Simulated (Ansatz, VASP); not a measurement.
# Li8H7F (random rock-salt alloy of LiF and LiH): VASP beside Ansatz

Aim: how closely do two programs agree when they are given the same cell, functional and k mesh? Of the first pair: The structure shown is the start of the Ansatz relaxation below; VASP solves that cell, so the two are compared at the walk's first step.

Calculated with Ansatz 0.2.0; plane waves, with VASP 6.6.1 beside it; single point at r2SCAN.

## (1) The starting structure

The cell holds 64 atoms: 32 Li, 28 H and 4 F. Cell: a = 8.152 Å, b = 8.152 Å, c = 8.152 Å, α = 90.0°, β = 90.0°, γ = 90.0°. It derives from LiF (rock-salt), repeated 2×2×2. Rock-salt LiF, 2 x 2 x 2 conventional cells, 28 of 32 F sites given to H at random (x = 0.875), lattice by Vegard's rule (a = 4.076 A); (so at first; earlier steps may have moved the atoms), displaced by a Gaussian of 0.02 A.

## (2) Ansatz: relaxation, r2SCAN

Ansatz runs on its default PAW (the set named soft_2) files.

The two programs are compared at the cell with which this relaxation starts, whose forces are those of its first step.

input.yaml reads:

```yaml
crystal:
  lattice:
    - [8.152, 0.0, 0.0]
    - [0.0, 8.152, 0.0]
    - [0.0, 0.0, 8.152]
  atoms:
    - { symbol: Li, position: [0.99941, 0.00189, 0.99933] }
    - { symbol: H, position: [0.24761, 0.99982, 0.99748] }
    - { symbol: Li, position: [0.00057, 0.24557, 0.24974] }
    - { symbol: F, position: [0.2468, 0.24986, 0.24851] }
    - { symbol: Li, position: [0.2507, 0.0014, 0.24705] }
    - { symbol: H, position: [0.99766, 0.99888, 0.25477] }
    - { symbol: Li, position: [0.25313, 0.24827, 0.99545] }
    - { symbol: H, position: [0.99767, 0.25236, 0.00042] }
    - { symbol: Li, position: [0.00312, 0.99959, 0.50193] }
    - { symbol: H, position: [0.25157, 0.99957, 0.50112] }
    - { symbol: Li, position: [0.99407, 0.2487, 0.74471] }
    - { symbol: H, position: [0.2501, 0.24931, 0.75112] }
    - { symbol: Li, position: [0.24452, 0.9975, 0.75001] }
    - { symbol: H, position: [0.00151, 0.99873, 0.74485] }
    - { symbol: Li, position: [0.25115, 0.24926, 0.5044] }
    - { symbol: F, position: [0.00105, 0.25093, 0.50174] }
    - { symbol: Li, position: [0.00287, 0.50433, 0.99792] }
    - { symbol: H, position: [0.24856, 0.49979, 0.99638] }
    - { symbol: Li, position: [0.99969, 0.75392, 0.24975] }
    - { symbol: H, position: [0.25224, 0.75272, 0.25221] }
    - { symbol: Li, position: [0.24956, 0.49994, 0.25352] }
    - { symbol: H, position: [0.99384, 0.5008, 0.2507] }
    - { symbol: Li, position: [0.24723, 0.74868, 0.00162] }
    - { symbol: H, position: [0.99983, 0.7487, 0.99732] }
    - { symbol: Li, position: [0.99873, 0.49845, 0.49663] }
    - { symbol: H, position: [0.2494, 0.49641, 0.50178] }
    - { symbol: Li, position: [0.00125, 0.74775, 0.75175] }
    - { symbol: H, position: [0.24995, 0.7477, 0.75303] }
    - { symbol: Li, position: [0.24636, 0.50349, 0.74743] }
    - { symbol: H, position: [0.00167, 0.49912, 0.75271] }
    - { symbol: Li, position: [0.25035, 0.74909, 0.49654] }
    - { symbol: H, position: [0.99905, 0.74837, 0.50105] }
    - { symbol: Li, position: [0.50345, 0.00577, 0.99985] }
    - { symbol: H, position: [0.74683, 0.99799, 0.99726] }
    - { symbol: Li, position: [0.50014, 0.24776, 0.24933] }
    - { symbol: H, position: [0.74749, 0.24912, 0.25081] }
    - { symbol: Li, position: [0.75447, 0.00134, 0.24768] }
    - { symbol: H, position: [0.50054, 0.99901, 0.24748] }
    - { symbol: Li, position: [0.75439, 0.24838, 0.00191] }
    - { symbol: F, position: [0.49728, 0.25087, 0.99785] }
    - { symbol: Li, position: [0.49949, 0.99992, 0.50082] }
    - { symbol: H, position: [0.74984, 0.00138, 0.49876] }
    - { symbol: Li, position: [0.5005, 0.25011, 0.74796] }
    - { symbol: H, position: [0.74365, 0.25141, 0.74915] }
    - { symbol: Li, position: [0.74746, 0.00302, 0.7546] }
    - { symbol: H, position: [0.50149, 0.99488, 0.74855] }
    - { symbol: Li, position: [0.74352, 0.24524, 0.49985] }
    - { symbol: H, position: [0.49506, 0.25161, 0.49997] }
    - { symbol: Li, position: [0.50026, 0.49927, 0.00174] }
    - { symbol: H, position: [0.75374, 0.49784, 0.99747] }
    - { symbol: Li, position: [0.50063, 0.75218, 0.24649] }
    - { symbol: H, position: [0.747, 0.74783, 0.25265] }
    - { symbol: Li, position: [0.74869, 0.49995, 0.2502] }
    - { symbol: H, position: [0.49957, 0.49635, 0.2498] }
    - { symbol: Li, position: [0.75022, 0.75116, 0.99881] }
    - { symbol: H, position: [0.50219, 0.74979, 0.99873] }
    - { symbol: Li, position: [0.49948, 0.5046, 0.49926] }
    - { symbol: H, position: [0.74945, 0.50135, 0.49472] }
    - { symbol: Li, position: [0.50029, 0.74983, 0.74819] }
    - { symbol: F, position: [0.7504, 0.74917, 0.74905] }
    - { symbol: Li, position: [0.74949, 0.50095, 0.75065] }
    - { symbol: H, position: [0.50148, 0.49843, 0.74865] }
    - { symbol: Li, position: [0.74674, 0.75371, 0.50105] }
    - { symbol: H, position: [0.50025, 0.74914, 0.50082] }
kpoints:
  mp_grid: { grid: [1, 1, 1] }
hamiltonian:
  xc: r2scan
scf:
  occupations: { method: fixed }
output:
  forces: true
relax:
  f_tol: 0.05
  max_steps: 200
  cell: {}
```

Started as:

```bash
$ ansatz run input.yaml --threads 4 --pin off --max-ram 8192MiB --backend cpu --events-out ev --progress --plain --runs-dir out
```

Numbers of over 12 decimals in the logs are rounded to 6 here.

What it wrote:

```text
Engine: ansatz 0.2.0, aarch64-unknown-linux-gnu
Pseudopotentials: kind: paw
Pseudopotential: Li, paw, valence charge 3, recommended cutoff 500 eV (meta_gga), Li.paw.azcp
Pseudopotential: H, paw, valence charge 1, recommended cutoff 500 eV (meta_gga), H.paw.azcp
Pseudopotential: F, paw, valence charge 7, recommended cutoff 500 eV (meta_gga), F.paw.azcp
Functional definition: r2SCAN
  parameter k0 = 0.174
  parameter k1 = 0.065
  parameter a1 = 4.9479
  exchange = r2scan_x(k0 = k0, k1 = k1, a1 = a1)
  correlation = r2scan_c
Crystal: 64 atoms, lattice volume = 541.742 Å³
Basis set: ecut = 500 eV, 13613 PW (Γ), exchange–correlation on 240×240×240 points (64 copies of the dense FFT grid, shifted against one another)
Bands: 140, of which v1, the nominal top of the filled ones, is band 76 counted from 1 (75 counted from 0)
Symmetry: 1 space group operations
Space group: P1 (ITA 1), of the structure as read, at distance tolerance 8.2e-5 Å
k-points: 1
Non-local potential: Li, projectors of the file, l = 0: 3, l = 1: 2, l = 2: 1
Non-local potential: H, projectors of the file, l = 0: 2, l = 1: 1
Non-local potential: F, projectors of the file, l = 0: 2, l = 1: 2, l = 2: 1
PAW form: soft (Blöchl's): semilocal exchange-correlation on the pseudo side does not see the compensation charge
PAW frozen core: F, regenerated for the run's functional (the file was generated under x = pbe(κ = 0.804, μ = 0.219515), c = pbe(β = 0.066725))
PAW one-centre angular grid: Li, 302 points (default); XC on 327 of its mesh's 2665 points in the sphere
PAW one-centre angular grid: H, 302 points (default); XC on 160 Gauss nodes
PAW one-centre angular grid: F, 302 points (default); XC on 160 Gauss nodes
Initial density: superposition of atomic densities (neutral atoms: chi_scale 0, normalization atom), corrected by the library's trained network
Initial wavefunctions: pseudopotential atomic-orbital guess
Functional: x = r2scan, c = r2scan; τ floored in thin density (d = 2e-4 eV/Å³)
SCF iter   1: F=—  HF=-10286.074006 eV  |F-HF|=—  |Δ(HF+E_count)|=         —  Δρ=6.56e-3  dr2=2.22e-1  dr2_τ=1.72e-1  ethr=1.77e-3  ⟨swp⟩=8.0  Hψ=600  notcnv=0  defer=62
preconditioner: auto → Resta (q_TF=auto, 2.207 Å⁻¹)  ε∞=2.0  [insulator: Δε(μ)=3.937 eV  Ē_g=14.634 eV  n_scr=92 (ndim 8)  ℏωp=14.3 eV  f_vac=0.000  ε∞_Penn≈2.0]
SCF iter   2: F=—  HF=-10287.405452 eV  |F-HF|=—  |Δ(HF+E_count)|=    1.33e0  Δρ=4.19e-3  dr2=9.83e-2  dr2_τ=1.30e-3  ethr=1.46e-4  ⟨swp⟩=5.0  Hψ=233  notcnv=0  defer=62
SCF iter   3: F=—  HF=-10287.417746 eV  |F-HF|=—  |Δ(HF+E_count)|=   1.23e-2  Δρ=1.69e-3  dr2=9.41e-3  dr2_τ=8.04e-4  ethr=6.47e-5  ⟨swp⟩=3.0  Hψ=115  notcnv=0  defer=15
automatic band count: iteration 3 solves 94 bands in place of 140: the levels show a gap, and the empty bands left out lie too high to hold charge; the band table lists the bands solved (type scf.n_extra_bands for more)
SCF iter   4: F=—  HF=-10287.417248 eV  |F-HF|=—  |Δ(HF+E_count)|=   4.98e-4  Δρ=5.33e-4  dr2=9.73e-4  dr2_τ=6.17e-5  ethr=6.19e-6  ⟨swp⟩=3.0  Hψ=129  notcnv=0  defer=16
SCF iter   5: F=—  HF=-10287.417130 eV  |F-HF|=—  |Δ(HF+E_count)|=   1.18e-4  Δρ=1.40e-4  dr2=5.33e-5  dr2_τ=5.47e-6  ethr=6.40e-7  ⟨swp⟩=2.0  Hψ=128  notcnv=0  defer=15
SCF iter   6: F=—  HF=-10287.417146 eV  |F-HF|=—  |Δ(HF+E_count)|=   1.59e-5  Δρ=3.48e-5  dr2=5.98e-6  dr2_τ=1.83e-7  ethr=3.51e-8  ⟨swp⟩=2.0  Hψ=135  notcnv=0  defer=15
SCF iter   7: F=—  HF=-10287.417148 eV  |F-HF|=—  |Δ(HF+E_count)|=   2.37e-6  Δρ=1.84e-5  dr2=1.83e-6  dr2_τ=3.58e-8  ethr=3.93e-9  ⟨swp⟩=2.0  Hψ=115  notcnv=0  defer=15
SCF iter   8: F=-10287.417149 eV  HF=-10287.417149 eV  |F-HF|=5.07e-9  |Δ(HF+E_count)|=   3.29e-7  Δρ=1.59e-6  dr2=8.94e-9  dr2_τ=7.33e-10  ethr=6.58e-11  ⟨swp⟩=2.0  Hψ=298  notcnv=0
SCF 1 converged in 8 iterations: F = -10287.417149 eV  dr2 = 8.94e-9
  greatest PAW one-centre occupation: 0.999 electrons in one spin orbital (limit 2), on the Li atom at site 6 (counted from 0), in its partial waves of l = 0
relax step   1: F+E_penalty+E_count = -10287.41714876 eV  Δ(F+E_penalty+E_count) = +0.000e0 eV  max|allowed force component| = 1.690e-1 eV/Å  Δτ_max = 0.0000 Å  P = -0.899 GPa  Ω = 541.742 Å³  (8 SCF iters, dr2 threshold 1.00e-7 eV, accepted)
Crystal: 64 atoms, lattice volume = 530.845 Å³
Basis set: ecut = 500 eV, 13447 PW (Γ), exchange–correlation on 240×240×240 points (64 copies of the dense FFT grid, shifted against one another)
Initial density: handed on by an earlier stage of this run
Initial wavefunctions: those handed on with the density
iter 1 solved again at ethr=2.60e-4 eV; its pass at ethr=3.10e-3 eV (dr2=3.95e-1 eV) is discarded
SCF iter   1: F=—  HF=-10287.357761 eV  |F-HF|=—  |Δ(HF+E_count)|=         —  Δρ=8.96e-3  dr2=3.95e-1  dr2_τ=2.06e-1  ethr=2.60e-4  ⟨swp⟩=3.0  Hψ=470  notcnv=0  defer=14
[...]
atom  12  H      0.00014775     0.00093138    -0.00011045
  atom  13  Li     0.00032613     0.00033693     0.00006255
  atom  14  H      0.00014116    -0.00006324     0.00053556
  atom  15  Li     0.00056745     0.00032412    -0.00002418
  atom  16  F     -0.00208593    -0.00093760     0.00110955
  atom  17  Li    -0.00032703    -0.00030642    -0.00016807
  atom  18  H     -0.00028308    -0.00060702    -0.00006932
  atom  19  Li     0.00000533    -0.00054906    -0.00025330
  atom  20  H      0.00009199    -0.00000854    -0.00007022
  atom  21  Li     0.00032125     0.00060163    -0.00068619
  atom  22  H      0.00045993    -0.00015384     0.00069205
  atom  23  Li    -0.00026638     0.00002852     0.00013872
  atom  24  H      0.00029861    -0.00051387     0.00054780
  atom  25  Li     0.00033768    -0.00008129     0.00013297
  atom  26  H      0.00057590     0.00015442     0.00023381
  atom  27  Li     0.00011018     0.00004598    -0.00011068
  atom  28  H      0.00005025    -0.00073019     0.00017060
  atom  29  Li     0.00004744    -0.00014040     0.00093745
  atom  30  H      0.00064878     0.00028866     0.00017970
  atom  31  Li    -0.00011826    -0.00054284    -0.00021036
  atom  32  H     -0.00009189     0.00045727    -0.00006915
  atom  33  Li     0.00022936     0.00018336     0.00007549
  atom  34  H      0.00024030     0.00029340    -0.00026441
  atom  35  Li     0.00055018     0.00041501     0.00060036
[...]
atom  57  Li    -0.00043674    -0.00051156     0.00018743
  atom  58  H      0.00026271     0.00003326    -0.00034380
  atom  59  Li    -0.00065869     0.00007735     0.00023299
  atom  60  F      0.00119088     0.00073714     0.00011327
  atom  61  Li    -0.00019798    -0.00033323    -0.00033438
  atom  62  H     -0.00009723    -0.00000506    -0.00037646
  atom  63  Li    -0.00006874    -0.00118543    -0.00032260
  atom  64  H      0.00025731     0.00087374    -0.00043633
  max |Σ_I F_I| component: 5.77e-3 eV/Å
--- Stress (GPa, compression-positive) ---
        0.007363       0.000742       0.001258
        0.000742       0.002607       0.000351
        0.001258       0.000351       0.002292
  P = ⅓ Tr σ = 0.0041 GPa (0.041 kbar)
--- Relaxed structure (4 steps of the walk, 3 accepted, 1 SCFs on fresh bases) ---
  F+E_penalty+E_count = -10287.58043309 eV   max|allowed force component| = 2.176e-3 eV/Å   (the final SCF, on the basis selected at the relaxed cell)
  cell:  # Å, volume = 529.0695 Å³
    - [8.098584, -5.965610544636675e-5, 0.0046334]
    - [-5.965610544636675e-5, 8.065995, -2.8442109856163117e-5]
    - [0.0046334, -2.8442109856163117e-5, 8.099269]
  atoms:
    - { symbol: Li, position: [0.999266, 0.000912248, 0.999335] }
    - { symbol: H, position: [0.249769, 1.000807, 0.999767] }
    - { symbol: Li, position: [0.00128416, 0.249850, 0.250765] }
    - { symbol: F, position: [0.249483, 0.249820, 0.249546] }
    - { symbol: Li, position: [0.249501, 0.00054903, 0.249581] }
    - { symbol: H, position: [0.999644, 1.000824, 0.249871] }
    - { symbol: Li, position: [0.250704, 0.249870, 1.001329] }
    - { symbol: H, position: [0.998920, 0.249811, -0.000964164] }
    - { symbol: Li, position: [-0.00082309, 1.000981, 0.499929] }
    - { symbol: H, position: [0.249195, 1.000838, 0.499377] }
    - { symbol: Li, position: [0.999559, 0.249850, 0.747837] }
    - { symbol: H, position: [0.249461, 0.249804, 0.749578] }
    - { symbol: Li, position: [0.249483, 1.000627, 0.749583] }
    - { symbol: H, position: [-0.000753489, 0.999975, 0.749308] }
    - { symbol: Li, position: [0.248270, 0.249835, 0.497762] }
    - { symbol: F, position: [-0.000390618, 0.249866, 0.499453] }
    - { symbol: Li, position: [-0.000730225, 0.498795, 0.999358] }
    - { symbol: H, position: [0.249772, 0.498881, 0.999763] }
    - { symbol: Li, position: [0.999304, 0.749886, 0.249481] }
    - { symbol: H, position: [0.249482, 0.749852, 0.249594] }
    - { symbol: Li, position: [0.249484, 0.499140, 0.249632] }
    - { symbol: H, position: [0.999647, 0.498856, 0.249819] }
    - { symbol: Li, position: [0.249395, 0.749842, -0.000605458] }
    - { symbol: H, position: [0.999373, 0.749878, 0.999451] }
    - { symbol: Li, position: [0.999138, 0.498728, 0.499911] }
    - { symbol: H, position: [0.249172, 0.498838, 0.499382] }
    - { symbol: Li, position: [-0.00153658, 0.749841, 0.749866] }
    - { symbol: H, position: [0.249480, 0.749878, 0.749566] }
    - { symbol: Li, position: [0.249500, 0.499057, 0.749524] }
    - { symbol: H, position: [-0.000760452, 0.499708, 0.749332] }
    - { symbol: Li, position: [0.249630, 0.749877, 0.499789] }
    - { symbol: H, position: [0.999768, 0.749837, 0.499311] }
    - { symbol: Li, position: [0.499798, 0.000961622, 0.999251] }
    - { symbol: H, position: [0.749212, 0.999962, 0.999372] }
    - { symbol: Li, position: [0.497644, 0.249829, 0.248370] }
    - { symbol: H, position: [0.749471, 0.249837, 0.249579] }
    - { symbol: Li, position: [0.749506, 0.000652464, 0.249572] }
    - { symbol: H, position: [0.499301, 1.000824, 0.249335] }
    - { symbol: Li, position: [0.747708, 0.249856, -0.000341851] }
    - { symbol: F, position: [0.499345, 0.249836, 0.999651] }
    - { symbol: Li, position: [0.499735, 1.000915, 0.499854] }
    - { symbol: H, position: [0.749692, -1.6428233936923695e-5, 0.499802] }
    - { symbol: Li, position: [0.499394, 0.249836, 0.751267] }
    - { symbol: H, position: [0.749457, 0.249841, 0.749563] }
    - { symbol: Li, position: [0.749494, -0.00109615, 0.749626] }
    - { symbol: H, position: [0.499669, 0.999983, 0.749787] }
    - { symbol: Li, position: [0.751201, 0.249821, 0.499513] }
    - { symbol: H, position: [0.500003, 0.249879, 0.500128] }
    - { symbol: Li, position: [0.499809, 0.498715, -0.000723226] }
    - { symbol: H, position: [0.749225, 0.499729, 0.999347] }
    - { symbol: Li, position: [0.499703, 0.749876, 0.249718] }
    - { symbol: H, position: [0.749480, 0.749845, 0.249609] }
    - { symbol: Li, position: [0.749503, 0.499059, 0.249603] }
    - { symbol: H, position: [0.499299, 0.498861, 0.249300] }
    - { symbol: Li, position: [0.749732, 0.749858, 0.998541] }
    - { symbol: H, position: [0.499214, 0.749869, 0.999858] }
    - { symbol: Li, position: [0.499779, 0.498801, 0.499818] }
    - { symbol: H, position: [0.749713, 0.499716, 0.499808] }
    - { symbol: Li, position: [0.500524, 0.749835, 0.749303] }
    - { symbol: F, position: [0.749433, 0.749835, 0.749572] }
    - { symbol: Li, position: [0.749493, 0.500790, 0.749610] }
    - { symbol: H, position: [0.499683, 0.499715, 0.749834] }
    - { symbol: Li, position: [0.749226, 0.749909, 0.500622] }
    - { symbol: H, position: [0.499563, 0.749813, 0.499700] }
```

In the SCF lines HF is the Harris–Foulkes energy and dr2 the Hartree energy of the density residual, in eV; the loop may stop once dr2 is under the threshold and the program's other checks hold. Hψ counts applications of the Hamiltonian.

[end of part 1 of 3]

[Lines on the potential files, build, host, timing and source positions are cut from VASP's logs without a mark.]

[Logs are printed without paths, hosts, clocks, repeated set-up lines and the standing remarks that a program may print on its own settings, such as how far it seeks lower states.]

[Hosts, paths, dates, database ids (printed as entryN), source tags and the programs' standing remarks are cut or masked in the printed files.]
